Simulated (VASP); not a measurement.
A run of VASP 6.6.1:

INCAR

```
SYSTEM = Li6Cd3N
PREC = Accurate
ENCUT = 520
EDIFF = 1E-6
ISMEAR = 1
SIGMA = 0.15
LREAL = .False.
LASPH = .True.
NELM = 100
ALGO = Fast
ISIF = 2
LWAVE = .False.
LCHARG = .True.
GGA = CA
LELF = .True.
LVHAR = .True.
NBANDS = 40
```

The input KPOINTS:

```
Automatic mesh
0
Gamma
  3 3 3
  0 0 0
```

File POSCAR:

```
Li6Cd3N
1.0
    5.0799120000     -0.0400520000     -0.1307780000
   -1.1379930000      5.2231510000     -0.4457210000
   -0.0889890000      0.3567650000      6.1441020000
Li N Cd
6 1 3
Direct
    0.9248003535      0.2754351069      0.8222385878
    0.4459925664      0.8767305064      0.4287137834
    0.7140885537      0.8757872635      0.1008690689
    0.7887695981      0.8052266209      0.6971748069
    0.5685694220      0.3882185269      0.4606936086
    0.2901082621      0.9182233706      0.8385718885
    0.7799489185      0.4995504432      0.1820333196
    0.0723117980      0.4630600178      0.4830542147
    0.1665439525      0.1245497714      0.1789081193
    0.4031609967      0.4441385221      0.8731961896
```

Potentials or basis: VASP PAW LDA potentials, release 64 (Li_sv, N, Cd).

Launch:

```sh
$ cat potpaw_LDA.64/Li_sv/POTCAR potpaw_LDA.64/N/POTCAR potpaw_LDA.64/Cd/POTCAR > POTCAR
$ mpirun -np 1 vasp_std > vasp.out
```

Hardware: 1 thread of Intel(R) Xeon(R) Platinum 8488C (Sapphire Rapids), with other jobs on the host.

Estimate the wall time of this run.

Run time: 4.8 min on 1 thread of Intel(R) Xeon(R) Platinum 8488C (Sapphire Rapids), with other jobs on the host, peak memory 0.24 GiB. Counts: scf iterations 39, k points 14.
